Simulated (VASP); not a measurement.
Method: PBE GGA, VASP's PBE PAW potentials (set 64) (plane waves; VASP).

VASP input:

File KPOINTS:
```
Automatic mesh
0
Gamma
1 1 1
0 0 0
```

POSCAR:
```
SnSi62
1.0
 10.9370747004   0.0000000000   0.0000000000
  0.0000000000  10.9370747004   0.0000000000
  0.0000000000   0.0000000000  10.9370747004
Si Sn
62 1
Cart
  5.4592982585   0.0266540021   0.0263413626
  6.7841408641   1.4514828590   1.4510896591
  8.1686604442   2.7707752382   0.0513120297
  9.4881809412   4.1561336492   1.4496840274
  8.1684126483   0.0514189538   2.7711643640
  9.4890430003   1.4494007746   4.1564035620
 10.9275932738   0.0098246047   0.0099104235
  1.3205404919   1.3894489984   1.3884382913
  2.6992396540   2.7336584891   0.0002051959
  4.0615989806   4.1109448699   1.3501636714
  5.4644436469   5.4731031305   0.0077607721
  6.8256835104   6.8771628270   1.3498195626
  8.2034956210   8.2386703097  10.9366687096
  9.5480771221   9.6168226848   1.3880787394
  2.6995893374   0.0005046837   2.7317889625
  4.0621766168   1.3490183136   4.1108433859
  5.3693684221   2.8424700104   2.8423588088
  8.0961673989   5.5698829202   2.8415364512
  9.5898575327   6.8767056737   4.1105243066
  5.4654141898   0.0069628338   5.4738415733
  6.8278231336   1.3490832754   6.8773694961
  8.0987537524   2.8398360872   5.5702440985
  9.5902185798   4.1111173990   6.8776246996
  8.2053662151  10.9363021601   8.2394885068
  9.5495320735   1.3888656028   9.6174815199
 10.9135371379   5.4802269416   0.0251159016
  1.3456030381   6.8593696567   1.3552298206
  2.7387701968   8.2009052120  10.9152593312
  4.0792333621   9.5946688503   1.3547572187
 10.8869160476   2.7703920676   2.7706391110
  1.3625732701   4.1102022436   4.1113809748
  2.7004456611   5.4824522283   2.7138954051
  4.1861907943   6.7520087339   4.0259326058
  5.4546115536   8.2384839289   2.7136747333
  6.8277920078   9.5759077741   4.1112195283
 10.9144422913   0.0244695194   5.4800929077
  1.3450914127   1.3547534312   6.8607202629
  2.6996424992   2.7119539519   5.4826063809
  4.1864348902   4.0242541958   6.7506410385
  6.9126627132   6.7528872489   6.7515075009
  8.2257499672   8.2384780086   5.4828471847
  9.5833243488   9.5937816501   6.8596346970
  2.7382482500  10.9146666686   8.2019358859
  4.0782841323   1.3549269380   9.5949253378
  5.4553326262   2.7126128100   8.2387250279
  6.8269471155   4.1103139199   9.5768658115
  8.2246454375   5.4826964259   8.2385859269
  9.5831444219   6.8600649659   9.5944229914
  0.0011448219   8.2386455471   2.7314249985
  1.3710269934   9.5673846211   4.1108921160
 10.9319503298   5.4736053719   5.4737996384
  1.3943673025   6.8207486662   6.8193856464
  2.7942452052   8.1445609446   5.4383055499
  4.1179541851   9.5445955756   6.8190385069
  0.0023266078   2.7327141657   8.2397877977
  1.3714500536   4.1137540389   9.5670183276
  2.7951097055   5.4399317737   8.1422734510
  4.1189449190   6.8192481848   9.5438368007
  5.4978147858   8.1443299372   8.1430313072
  6.8239062029   9.5676442476   9.5672084074
  0.0233510132   8.2010348798   8.2013977490
  1.3643006793   9.5745818878   9.5754828173
  6.1383794549   4.8002257918   4.8010797837
```

### INCAR
```
# general
SYSTEM      =  SnSi62
PREC        =  Normal
ENCUT       =  400
LREAL       =  Auto
LASPH       =  T
ISYM        =  0
NELECT      =  253.0

# electronic loop
EDIFF       =  1E-6
NELM        =  100
NELMIN      =  4
ALGO        =  Fast
LMAXMIX     =  4

# smearing
ISMEAR      =  0
SIGMA       =  0.05

# functional
GGA         =  PE

# spin
ISPIN       =  2
MAGMOM      =  63*0.0159
NUPDOWN     =  1

# output
LWAVE       =  T
LCHARG      =  F
LORBIT      =  11

# other
LHYPERFINE  =  T
```

POTCAR, in this order: Si Sn (PBE.64 set). Program: vasp_gam. Read from the step before: WAVECAR.

Output of the run:

**OUTCAR**
```
 ion  position               nearest neighbor table
   1  0.499  0.002  0.002-  29 2.35  44 2.35  60 2.40   2 2.41
   2  0.620  0.133  0.133-   3 2.37   5 2.37   1 2.41  17 2.42
   3  0.747  0.253  0.005-  46 2.36   4 2.37   2 2.37  25 2.39
   4  0.868  0.380  0.133-   3 2.37  30 2.37  26 2.41  18 2.42
   5  0.747  0.005  0.253-  35 2.36   6 2.37   2 2.37  14 2.39
   6  0.868  0.133  0.380-   5 2.37  30 2.37  36 2.41  22 2.42
   7  0.999  0.001  0.001-  25 2.36  14 2.36   8 2.36  62 2.38
   8  0.121  0.127  0.127-   7 2.36   9 2.37  15 2.37  30 2.39
   9  0.247  0.250  0.000-  56 2.35  10 2.36  44 2.37   8 2.37
  10  0.371  0.376  0.123-  17 2.35   9 2.36  32 2.37  11 2.37
  11  0.500  0.500  0.001-  46 2.36  58 2.36  12 2.37  10 2.37
  12  0.624  0.629  0.123-  18 2.36  13 2.36  34 2.36  11 2.37
  13  0.750  0.753  1.000-  60 2.35  12 2.36  48 2.37  14 2.37
  14  0.873  0.879  0.127-   7 2.36  13 2.37  49 2.37   5 2.39
  15  0.247  0.000  0.250-  50 2.35  16 2.36  29 2.37   8 2.37
  16  0.371  0.123  0.376-  17 2.36  15 2.36  38 2.37  20 2.37
  17  0.491  0.260  0.260-  10 2.35  16 2.36   2 2.42  63 2.87
  18  0.740  0.509  0.260-  12 2.36  19 2.36   4 2.42  63 2.87
  19  0.877  0.629  0.376-  18 2.36  49 2.36  41 2.37  51 2.37
  20  0.500  0.001  0.500-  54 2.36  35 2.36  21 2.37  16 2.37
  21  0.624  0.123  0.629-  22 2.36  24 2.36  45 2.37  20 2.37
  22  0.740  0.260  0.509-  21 2.36  23 2.36   6 2.42  63 2.88
  23  0.877  0.376  0.629-  22 2.36  55 2.36  47 2.37  51 2.37
  24  0.750  1.000  0.753-  60 2.35  21 2.36  42 2.37  25 2.37
  25  0.873  0.127  0.879-   7 2.36  55 2.37  24 2.37   3 2.39
  26  0.998  0.501  0.002-  48 2.35  27 2.35  56 2.40   4 2.41
  27  0.123  0.627  0.124-  26 2.35  32 2.36  49 2.37  28 2.37
  28  0.250  0.750  0.998-  62 2.36  29 2.37  27 2.37  58 2.39
  29  0.373  0.877  0.124-   1 2.35  34 2.36  15 2.37  28 2.37
  30  0.995  0.253  0.253-  31 2.36   6 2.37   4 2.37   8 2.39
  31  0.125  0.376  0.376-  51 2.36  30 2.36  38 2.37  32 2.37
  32  0.247  0.501  0.248-  33 2.35  27 2.36  10 2.37  31 2.37
  33  0.383  0.617  0.368-  34 2.35  32 2.35  53 2.42  63 2.87
  34  0.499  0.753  0.248-  33 2.35  29 2.36  12 2.36  35 2.37
  35  0.624  0.876  0.376-  20 2.36   5 2.36  41 2.37  34 2.37
  36  0.998  0.002  0.501-  42 2.35  37 2.36  50 2.40   6 2.41
  37  0.123  0.124  0.627-  36 2.36  38 2.36  55 2.37  43 2.37
  38  0.247  0.248  0.501-  39 2.35  37 2.36  16 2.37  31 2.37
  39  0.383  0.368  0.617-  38 2.35  45 2.35  57 2.42  63 2.87
  40  0.632  0.617  0.617-  41 2.35  47 2.36  59 2.42  63 2.87
  41  0.752  0.753  0.501-  40 2.35  42 2.36  19 2.37  35 2.37
  42  0.876  0.877  0.627-  36 2.35  41 2.36  24 2.37  61 2.37
  43  0.250  0.998  0.750-  62 2.36  44 2.37  37 2.37  54 2.39
  44  0.373  0.124  0.877-   1 2.35  45 2.36   9 2.37  43 2.37
  45  0.499  0.248  0.753-  39 2.35  44 2.36  21 2.37  46 2.37
  46  0.624  0.376  0.876-  11 2.36   3 2.36  45 2.37  47 2.37
  47  0.752  0.501  0.753-  40 2.36  48 2.36  23 2.37  46 2.37
  48  0.876  0.627  0.877-  26 2.35  47 2.36  13 2.37  61 2.37
  49  0.000  0.753  0.250-  50 2.35  19 2.36  27 2.37  14 2.37
  50  0.125  0.875  0.376-  15 2.35  49 2.35  36 2.40  53 2.41
  51  1.000  0.500  0.500-  52 2.36  31 2.36  23 2.37  19 2.37
  52  0.127  0.624  0.624-  51 2.36  57 2.37  53 2.37  61 2.39
  53  0.255  0.745  0.497-  54 2.37  52 2.37  50 2.41  33 2.42
  54  0.377  0.873  0.623-  20 2.36  59 2.37  53 2.37  43 2.39
  55  0.000  0.250  0.753-  56 2.35  23 2.36  37 2.37  25 2.37
  56  0.125  0.376  0.875-  55 2.35   9 2.35  26 2.40  57 2.41
  57  0.256  0.497  0.744-  52 2.37  58 2.37  56 2.41  39 2.42
  58  0.377  0.623  0.873-  11 2.36  59 2.37  57 2.37  28 2.39
  59  0.503  0.745  0.745-  54 2.37  58 2.37  60 2.41  40 2.42
  60  0.624  0.875  0.875-  24 2.35  13 2.35   1 2.40  59 2.41
  61  0.002  0.750  0.750-  62 2.36  48 2.37  42 2.37  52 2.39
  62  0.125  0.875  0.876-  43 2.36  28 2.36  61 2.36   7 2.38
  63  0.561  0.439  0.439-  39 2.87  40 2.87  33 2.87  17 2.87  18 2.87  22 2.88
 Subroutine IBZKPT returns following result:
 Found      1 irreducible k-points:

 Following reciprocal coordinates:
            Coordinates               Weight
  0.000000  0.000000  0.000000      1.000000
   k-points           NKPTS =      1   k-points in BZ     NKDIM =      1   number of bands    NBANDS=    160
   number of dos      NEDOS =    301   number of ions     NIONS =     63
   total plane-waves  NPLWV = 157464
   dimension x,y,z NGX =    54 NGY =   54 NGZ =   54
   dimension x,y,z NGXF=   108 NGYF=  108 NGZF=  108
...
```

**OSZICAR**
```
       N       E                     dE             d eps       ncg     rms          rms(c)
DAV:   1    -0.324988737372E+03   -0.32499E+03   -0.12955E-05   832   0.879E-03    0.380E-03
RMM:   2    -0.324988736134E+03    0.12379E-05   -0.49250E-06   539   0.398E-03    0.110E-03
RMM:   3    -0.324988736124E+03    0.97934E-08   -0.20686E-06   496   0.224E-03    0.980E-04
RMM:   4    -0.324988736116E+03    0.83273E-08   -0.35668E-07   412   0.112E-03
   1 F= -.32498874E+03 E0= -.32497411E+03  d E =-.292492E-01  mag=     1.0000
```

**OUTCAR**
```
------------------------ aborting loop because EDIFF is reached ----------------------------------------
  FORCE on cell =-STRESS in cart. coord.  units (eV):
  Direction    XX          YY          ZZ          XY          YZ          ZX
  --------------------------------------------------------------------------------------
  Total        9.8926456      9.9334505      9.8983640      8.1952317     -8.2196891      8.1957804
  in kB       12.1148907     12.1648618     12.1218936     10.0361763    -10.0661278     10.0368484
  external PRESSURE =      12.1338820 kB  Pullay stress =       0.0000000 kB
  volume of cell :     1308.29
      direct lattice vectors                 reciprocal lattice vectors
    10.937074700  0.000000000  0.000000000     0.091432127  0.000000000  0.000000000
     0.000000000 10.937074700  0.000000000     0.000000000  0.091432127  0.000000000
     0.000000000  0.000000000 10.937074700     0.000000000  0.000000000  0.091432127
 POSITION                                       TOTAL-FORCE (eV/Angst)
 -----------------------------------------------------------------------------------
      5.45930      0.02665      0.02634        -0.005353     -0.001787     -0.000133
      6.78414      1.45148      1.45109         0.000919     -0.001126      0.003141
      8.16866      2.77078      0.05131        -0.002931      0.002727     -0.019500
      9.48818      4.15613      1.44968        -0.002039     -0.007908      0.011131
      8.16841      0.05142      2.77116        -0.003060     -0.020852      0.001981
      9.48904      1.44940      4.15640         0.001681      0.003708     -0.008832
     10.92759      0.00982      0.00991        -0.000000      0.004344      0.009480
      1.32054      1.38945      1.38844         0.008140      0.003168      0.005397
      2.69924      2.73366      0.00021         0.003073      0.000666      0.002516
      4.06160      4.11094      1.35016         0.003059      0.004152      0.003047
      5.46444      5.47310      0.00776        -0.002234      0.002034     -0.002571
      6.82568      6.87716      1.34982         0.002155     -0.006213      0.006053
      8.20350      8.23867     10.93667         0.002291     -0.003756      0.004948
      9.54808      9.61682      1.38808        -0.001504     -0.004738      0.006983
      2.69959      0.00050      2.73179         0.004042      0.005414      0.003360
      4.06218      1.34902      4.11084         0.004051      0.005187      0.003942
      5.36937      2.84247      2.84236        -0.001469     -0.003877     -0.000648
      8.09617      5.56988      2.84154         0.005743      0.001611     -0.003006
      9.58986      6.87671      4.11052        -0.012208     -0.006215      0.008452
      5.46541      0.00696      5.47384        -0.002905      0.003860     -0.000595
      6.82782      1.34908      6.87737        -0.009323      0.009337     -0.004523
      8.09875      2.83984      5.57024         0.004213      0.001992      0.005352
      9.59022      4.11112      6.87762        -0.016363      0.005737     -0.006737
      8.20537     10.93630      8.23949         0.002051      0.009223     -0.006877
      9.54953      1.38887      9.61748        -0.005674      0.003807     -0.010449
     10.91354      5.48023      0.02512         0.001601      0.002197      0.000457
      1.34560      6.85937      1.35523         0.005105      0.005495      0.001935
      2.73877      8.20091     10.91526         0.002671     -0.010190      0.001725
      4.07923      9.59467      1.35476        -0.004144     -0.008227      0.006766
     10.88692      2.77039      2.77064         0.018222      0.007901      0.002252
      1.36257      4.11020      4.11138        -0.015968      0.011604      0.007351
      2.70045      5.48245      2.71390        -0.009226     -0.012288     -0.001025
      4.18619      6.75201      4.02593        -0.001880      0.002578     -0.002157
      5.45461      8.23848      2.71367         0.013950      0.009174     -0.000800
      6.82779      9.57591      4.11122        -0.006942      0.011484      0.003596
     10.91444      0.02447      5.48009        -0.000730     -0.001973      0.002871
      1.34509      1.35475      6.86072         0.006296      0.000997     -0.000651
      2.69964      2.71195      5.48261        -0.003479     -0.001578     -0.010793
      4.18643      4.02425      6.75064         0.001387     -0.000511      0.010274
      6.91266      6.75289      6.75151         0.008726     -0.002453      0.011273
      8.22575      8.23848      5.48285         0.005195      0.006234     -0.015173
      9.58332      9.59378      6.85963        -0.001048     -0.005409      0.004009
      2.73825     10.91467      8.20194         0.002537      0.005341     -0.009761
      4.07828      1.35493      9.59493         0.002917      0.010319     -0.008067
      5.45533      2.71261      8.23873         0.008156     -0.000678      0.004520
      6.82695      4.11031      9.57687        -0.001467      0.010602      0.004848
      8.22465      5.48270      8.23859         0.005748     -0.006264      0.007894
      9.58314      6.86006      9.59442        -0.010895     -0.001330     -0.011186
      0.00114      8.23865      2.73142        -0.006667     -0.002551      0.003772
      1.37103      9.56738      4.11089        -0.002959      0.001384      0.001626
     10.93195      5.47361      5.47380        -0.003169      0.002440      0.000073
      1.39437      6.82075      6.81939         0.004103     -0.002018      0.000337
      2.79425      8.14456      5.43831        -0.000761     -0.001977      0.000365
      4.11795      9.54460      6.81904         0.001179     -0.007580      0.001736
      0.00233      2.73271      8.23979        -0.011948      0.002081     -0.008669
      1.37145      4.11375      9.56702         0.000458     -0.005006     -0.001503
      2.79511      5.43993      8.14227        -0.001004     -0.007002      0.004061
      4.11894      6.81925      9.54384        -0.001094      0.001337     -0.007193
      5.49781      8.14433      8.14303         0.005074     -0.005034      0.001517
      6.82391      9.56764      9.56721         0.008613      0.001431      0.000667
      0.02335      8.20103      8.20140        -0.005596     -0.005811     -0.007020
      1.36430      9.57458      9.57548        -0.001658     -0.002956     -0.001625
      6.13838      4.80023      4.80108         0.012344     -0.012260     -0.010211
 -----------------------------------------------------------------------------------
    total drift:                                0.000082     -0.023803      0.011641
  FREE ENERGIE OF THE ION-ELECTRON SYSTEM (eV)
  ---------------------------------------------------
  free  energy   TOTEN  =      -324.9887361156 eV

  energy  without entropy=     -324.9594869497  energy(sigma->0) =     -324.97411153

 total charge

# of ion       s       p       d       tot
------------------------------------------
    1        0.745   0.929   0.000   1.674
    2        0.743   0.920   0.000   1.662
    3        0.740   0.945   0.000   1.684
    4        0.743   0.920   0.000   1.662
    5        0.740   0.944   0.000   1.684
    6        0.743   0.920   0.000   1.663
    7        0.739   0.947   0.000   1.686
    8        0.740   0.943   0.000   1.683
    9        0.741   0.948   0.000   1.689
   10        0.741   0.950   0.000   1.691
   11        0.738   0.947   0.000   1.685
   12        0.741   0.950   0.000   1.691
   13        0.741   0.948   0.000   1.689
   14        0.740   0.943   0.000   1.683
   15        0.741   0.948   0.000   1.689
   16        0.741   0.950   0.000   1.691
   17        0.768   0.888   0.000   1.657
   18        0.768   0.888   0.000   1.656
   19        0.741   0.950   0.000   1.691
   20        0.738   0.946   0.000   1.684
   21        0.741   0.950   0.000   1.691
...
```
(Selected blocks of OUTCAR.)

The cell is charged, with a uniform compensating background.  The supercell is sampled at Γ alone, which is coarse: total energies, pressure and levels can be off, energies of defects by several tenths of an eV.

The cell is a supercell with a defect, built from Si (diamond): Sn_Si-vac_Si, charge -1.
